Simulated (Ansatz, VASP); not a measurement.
# Zn2W (Zn-W-Zn stack, (100) layers): VASP beside Ansatz, part 2 of 2

One calculation is typed for both programs; each brings its own data sets. How far apart do they land? Of the first pair: The structure shown is the start of the Ansatz relaxation below; VASP solves that cell, so the two are compared at the walk's first step.

VASP 6.6.1 and Ansatz 0.2.0.

So far. Step 3 (VASP: single point, PBE, start cell, pair 1): The run ends at a pressure of -2.27 GPa, with forces up to 0.39 eV/Å.

## 6. VASP: single point, PBE, relaxed cell, pair 2

Level of this step: PBE; plane waves and PAW (Zn, W) (VASP).

The same cell, functional, mesh and smearing now go to VASP, with its own data sets.

INCAR reads:

```
SYSTEM = Zn2W
PREC = Accurate
ENCUT = 520
EDIFF = 1E-06
NELM = 120
ISMEAR = 0
SIGMA = 0.1
LREAL = .FALSE.
ALGO = Normal
GGA = PE
NBANDS = 21
LASPH = .TRUE.
LORBIT = 11
LWAVE = .FALSE.
LCHARG = .FALSE.
ISIF = 2
LDIPOL = .TRUE.
IDIPOL = 3
DIPOL = 0.5 0.5 0.236
LVHAR = .TRUE.
GGA_COMPAT = .FALSE.
NELMDL = -8
KPAR = 2
```

POSCAR reads:

```
Zn2W
1.0
    2.6220969890      0.0000000000      0.0000000000
    0.0000000000      2.6220969890      0.0000000000
    0.0000000000      0.0000000000     31.7627007840
Zn W
2 1
Direct
    0.0000000000      0.0000000000      0.1686544141
    0.0000000000      0.0000000000      0.3030104518
    0.5000000000      0.5000000000      0.2358324329
```

KPOINTS reads:

```
Automatic mesh
0
Gamma
10 10 1
0 0 0
```

Potentials, in the order of the species: Zn and W (PBE family, release 64).

On the command line:

```bash
mpirun -np 2 vasp_std
```

Numbers of over 12 decimals in the logs are rounded to 6 here.

The log of the run:

```text
[... set-up lines as in an earlier step ...]
 entering main loop
       N       E                     dE             d eps       ncg     rms          rms(c)
DAV:   1     0.154093622068E+03    0.15409E+03   -0.12749E+04   906   0.123E+03
DAV:   2    -0.832846735897E+00   -0.15493E+03   -0.14521E+03  1087   0.269E+02
DAV:   3    -0.142976107503E+02   -0.13465E+02   -0.13004E+02  1115   0.864E+01
DAV:   4    -0.147590340630E+02   -0.46142E+00   -0.45459E+00  1030   0.140E+01
[...]
DAV:  21    -0.137457525151E+02   -0.49806E-05   -0.15563E-07   687   0.130E-03    0.375E-04
DAV:  22    -0.137457571994E+02   -0.46842E-05   -0.26650E-07   665   0.135E-03    0.296E-04
DAV:  23    -0.137457575908E+02   -0.39143E-06   -0.15696E-08   621   0.475E-04
   1 F= -.13745758E+02 E0= -.13744362E+02  d E =-.279200E-02
```

From OUTCAR (step 6):

```text
  Total       -0.3339031     -0.3339031     -0.0601531      0.0000000      0.0000000      0.0000000
  in kB       -2.4497180     -2.4497180     -0.4413200      0.0000000      0.0000000      0.0000000
  external PRESSURE =      -1.7802520 kB  Pullay stress =       0.0000000 kB

 POSITION                                       TOTAL-FORCE (eV/Angst)
 -----------------------------------------------------------------------------------
      0.00000      0.00000      5.35692         0.000000      0.000000      0.012422
      0.00000      0.00000      9.62443        -0.000000      0.000000     -0.012422
      1.31105      1.31105      7.49068         0.000000      0.000000      0.000000
 -----------------------------------------------------------------------------------
    total drift:                               -0.000000      0.000000     -0.000545

  FREE ENERGIE OF THE ION-ELECTRON SYSTEM (eV)
  ---------------------------------------------------
  free  energy   TOTEN  =       -13.7457575908 eV

  energy  without entropy=      -13.7429655866  energy(sigma->0) =      -13.74436159

[... 1 part as in an earlier step ...]

[... 2 further parts left out ...]
[key lines of the parts left out:]
E-fermi :  -2.4911
```

The run ends at a pressure of -0.18 GPa, with forces up to 0.012 eV/Å.

## 7. Side by side

What differs besides the data sets and the points named for the pairs above, as far as they apply: the data sets hold 38 valence electrons in Ansatz (on its default PAW (the set named soft_2) files) and 30 in VASP. Total energies have different zeros and are not compared.

The largest component of a force difference here is 12 meV/Å. Where the cell holds vacuum, a pressure given here is an average over it and none of the material.

## 8. Ansatz: zone-centre phonons, PBE

Second derivatives magnify differences that forces hide, and they need a tight electronic threshold.

The cell is taken from a series of runs on this material, whose earlier steps may have relaxed, scaled, displaced or heated it; both programs get it as it stands.

input.yaml reads:

```yaml
crystal:
  lattice:
    - [2.6477607785, 0.0, 0.0]
    - [0.0, 2.6477607785, 0.0]
    - [0.0, 0.0, 31.762700784]
  atoms:
    - { symbol: Zn, position: [0.0, 0.0, 0.1701092678] }
    - { symbol: W, position: [0.5, 0.5, 0.2358324329] }
    - { symbol: Zn, position: [0.0, 0.0, 0.3015555979] }
  periodic: [true, true, false]
kpoints:
  mp_grid: { grid: [6, 6, 1] }
hamiltonian:
  xc: pbe
scf:
  occupations: { method: methfessel_paxton, width: 0.2 }
output:
  eigenvalues: true
phonons:
  method: dfpt
  qmesh: [2, 2, 1]
  temperatures: { t_max: 1000, t_step: 50 }
  qpath:
    path: [[0.0, 0.0, 0.0], [0.0, 0.5, 0.0], [0.5, 0.5, 0.0], [0.0, 0.0, 0.0]]
    npoints: 10
```

On the command line:

```bash
ansatz run input.yaml --threads 4 --pin off --max-ram 16384MiB --backend cpu --events-out ev --progress --plain --runs-dir out
```

The log of the run:

```text
[...]
largest difference from the sums on the solved wave vectors: F 1.44e-1 eV, S 2.08e-4 and C_V 6.42e-5 eV/K
  zero-point energy: 0.074749 eV/cell   skipped modes (ω ≤ 0): 3   left out of the sums: 5.79e-4 of the cell's modes: C_V's classical limit lies that fraction below 3 k_B per atom; for a crystal, a wire or a layer, F and S can be off by more, and a phonons.interpolated_qmesh denser along its periods is the remedy for the sampling
[key lines of the parts left out:]
SCF converged after 11 iterations
Free energy (F): -17021.440733 eV
Fermi energy:    -4.591820 eV
```

## 9. VASP: zone-centre phonons, PBE

The same cell, functional, mesh and smearing now go to VASP, with its own data sets.

INCAR reads:

```
SYSTEM = Zn2W
PREC = Accurate
ENCUT = 600
EDIFF = 1E-08
NELM = 120
ISMEAR = 1
SIGMA = 0.2
LREAL = .FALSE.
ALGO = Normal
GGA = PE
NBANDS = 21
LASPH = .TRUE.
LORBIT = 11
LWAVE = .FALSE.
LCHARG = .FALSE.
ISIF = 2
IBRION = 8
GGA_COMPAT = .FALSE.
NELMDL = -8
KPAR = 2
```

POSCAR reads:

```
Zn2W
1.0
    2.6477607785      0.0000000000      0.0000000000
    0.0000000000      2.6477607785      0.0000000000
    0.0000000000      0.0000000000     31.7627007840
Zn W
2 1
Direct
    0.0000000000      0.0000000000      0.1701092678
    0.0000000000      0.0000000000      0.3015555979
    0.5000000000      0.5000000000      0.2358324329
```

KPOINTS reads:

```
Automatic mesh
0
Gamma
6 6 1
0 0 0
```

On the command line:

```bash
mpirun -np 2 vasp_std
```

The log of the run:

```text
[... set-up lines as in an earlier step ...]
 entering main loop
       N       E                     dE             d eps       ncg     rms          rms(c)
DAV:   1     0.164354381138E+03    0.16435E+03   -0.13467E+04   436   0.135E+03
DAV:   2    -0.126168875316E+01   -0.16562E+03   -0.15828E+03   554   0.284E+02
DAV:   3    -0.143616682664E+02   -0.13100E+02   -0.12635E+02   513   0.882E+01
DAV:   4    -0.148020256863E+02   -0.44036E+00   -0.43527E+00   494   0.146E+01
[...]
DAV:  27    -0.137956661829E+02   -0.33448E-07   -0.72876E-10   298   0.610E-05    0.428E-05
DAV:  28    -0.137956661933E+02   -0.10454E-07   -0.86439E-11   295   0.309E-05    0.106E-05
DAV:  29    -0.137956662030E+02   -0.96525E-08   -0.14455E-10   280   0.286E-05
   1 F= -.13795666E+02 E0= -.13792026E+02  d E =-.109203E-01
 Linear response reoptimize wavefunctions to high precision
DAV:   1    -0.137956662042E+02   -0.12137E-08    0.80025E-11   315   0.132E-05
DAV:   2    -0.137956662042E+02   -0.29104E-10    0.10903E-10   280   0.565E-06
 Linear response DOF=           4
 Linear response progress:
[...]
RMM:  12    -0.108945871499E+00   -0.38183E-07    0.30894E-10  1156   0.148E-05    0.602E-06
RMM:  13    -0.108945897052E+00   -0.25553E-07    0.49649E-10   965   0.612E-06    0.915E-07
RMM:  14    -0.108945902560E+00   -0.55089E-08    0.11674E-09   696   0.263E-06    0.106E-06
 first order change of Fermi-energy  -0.13081E-02
 force on displaced ion       3 direction 1 :  -3.271   0.000   0.000
 Linear response progress:
  Degree of freedom:   4/  4
       N       E                     dE             d eps       ncg     rms          rms(c)
RMM:   1    -0.173023798233E+00   -0.17302E+00   -0.83024E-02  1059   0.184E+00
RMM:   2    -0.169785501568E+00    0.32383E-02   -0.62907E-02   579   0.105E+00    0.167E-01
RMM:   3    -0.165445118086E+00    0.43404E-02   -0.12124E-02   636   0.341E-01    0.799E-02
RMM:   4    -0.164500024346E+00    0.94509E-03   -0.14674E-03   639   0.152E-01    0.363E-02
[...]
RMM:  14    -0.164376766639E+00   -0.82756E-07   -0.14329E-07   625   0.973E-05    0.181E-05
RMM:  15    -0.164376698247E+00    0.68392E-07   -0.49917E-08   707   0.362E-05    0.620E-06
RMM:  16    -0.164376691255E+00    0.69923E-08   -0.50611E-08   689   0.340E-05    0.240E-06
 first order change of Fermi-energy  -0.86672E-04
 force on displaced ion       3 direction 3 :  -0.000  -0.000  -8.956
 Linear response finished
```

Parts of OUTCAR (step 9):

```text
  Total       -1.0528633     -1.0528633      0.4313689      0.0000000      0.0000000      0.0000000
  in kB       -7.5754365     -7.5754365      3.1037340      0.0000000      0.0000000      0.0000000
  external PRESSURE =      -4.0157130 kB  Pullay stress =       0.0000000 kB

 POSITION                                       TOTAL-FORCE (eV/Angst)
 -----------------------------------------------------------------------------------
      0.00000      0.00000      5.40313         0.000000      0.000000     -0.107215
      0.00000      0.00000      9.57822        -0.000000      0.000000      0.107215
      1.32388      1.32388      7.49068        -0.000000     -0.000000      0.000000
 -----------------------------------------------------------------------------------
    total drift:                               -0.000000      0.000000     -0.000189

[... 2 further parts left out ...]
```

## 10. Side by side

What differs besides the data sets and the points named for the pairs above, as far as they apply: Ansatz cuts the interaction across the vacuum, VASP repeats the sheet without a dipole correction; VASP's run holds the zone centre alone; the data sets hold 38 valence electrons in Ansatz (on its default PAW (the set named soft_2) files) and 30 in VASP; the cutoff is 420 eV in Ansatz and 600 eV in VASP. Total energies have different zeros and are not compared.

The two programs side by side:

```tsv
quantity	Ansatz	VASP	difference
optical mode 1 to 2 (cm⁻¹)	89.6	91.9	-2.58 %
optical mode 3 to 4 (cm⁻¹)	107.9	108.5	-0.56 %
optical mode 5 (cm⁻¹)	145.6	147.7	-1.41 %
optical mode 6 (cm⁻¹)	178.1	179.0	-0.47 %
```

Modes are paired by rising frequency, not by their patterns, so a pair may set unlike modes beside each other; they are those without the splitting of longitudinal modes. Where the cell holds vacuum, a pressure given here is an average over it and none of the material.

## 11. Results

```yaml
r_m_s_force_difference_single_point_pbe_start_cell_pair_1: 11 meV/Å
r_m_s_force_difference_single_point_pbe_relaxed_cell_pair_2: 5.8 meV/Å
r_m_s_difference_of_the_optical_zone_centre_modes_each_program_s_sorted_by_frequency_zone_centre_phonons_pbe: 1.7 cm⁻¹
difference_in_optical_mode_1_to_2_zone_centre_phonons_pbe: -2.6 %
```

What this shows: The r.m.s. force difference is 11 meV/Å (single point, PBE, start cell, pair 1), within the 12 meV/Å picked in this series as the mark of a large difference. The data sets hold unlike numbers of valence electrons (38 in Ansatz and 30 in VASP), so part of the differences may come from the potentials. Among the rows given in per cent, the largest difference of the zone-centre phonons, PBE pair is in optical mode 1 to 2, -2.6 %. 2 further pairs of this series are not shown here. How closely two codes agree says nothing of how well the functional describes the real material.

[Lines on the potential files, build, host, timing and source positions are cut from VASP's logs without a mark.]

[Logs are printed without paths, hosts, clocks, repeated set-up lines and the standing remarks that a program may print on its own settings, such as how far it seeks lower states.]

[Hosts, paths, dates, database ids (printed as entryN), source tags and the programs' standing remarks are cut or masked in the printed files.]
